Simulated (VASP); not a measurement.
Crystal: Y2SbN.

```
Y Sb N
1.0
     3.76653    0.00000    0.00000
     0.00000    3.76653    0.00000
     0.00000    0.00000    5.32668
Y Sb N
2 1 1
Direct
  0.00000 0.00000 0.00000
  0.50000 0.50000 0.50000
  0.00000 0.00000 0.50000
  0.50000 0.50000 0.00000
```

The cell comes from a database or a generator and needn't be the stable form of this composition.

| Item | Value |
| --- | --- |
| Program | VASP 6.6.1 |
| Task | relaxation of cell and atoms |
| Functional | PBEsol |
| Potentials or basis | VASP PAW PBE potentials, release 64 (Y_sv, Sb, N) |
| Cutoff | 600 eV |
| k mesh | 6 × 6 × 4 |
| Occupations | gaussian, width 0.1 eV |
| Spin | no spin polarisation |

At the start: pressure 19.3 GPa; volume 18.89 Å³/atom.

Question: How do energy, volume and symmetry change on relaxing?

Answer: Over 3 steps the energy falls by 177.7 meV/atom and the volume is 22.32 Å³/atom (+18.1 %); space group P4/mmm (No. 123, to 0.05 Å).

Step by step:
```
step  energy change (eV)  largest force (eV/Å)  pressure (GPa)  volume (Å³)
   1              0.0000                0.0000           19.27        75.57
   2             -0.2404                0.0000           -9.38       103.22
   3             -0.7108                0.0000           -0.22        89.26
```

Final structure:
```xyz
4
Lattice="3.9666 0.0000 0.0000 0.0000 3.9666 0.0000 0.0000 0.0000 5.6733" Properties=species:S:1:pos:R:3 pbc="T T T"
Y     0.0000    0.0000    0.0000
Y     1.9833    1.9833    2.8366
Sb    0.0000    0.0000    2.8366
N     1.9833    1.9833    0.0000
```

Caveat: the volume moved by over 15 % at a fixed basis, so the end points are rough; the PAW data sets were made with another functional, which shifts forces and pressure a little; the relaxation stopped at a loose force limit of 0.05 eV/Å, so its end isn't a converged minimum.
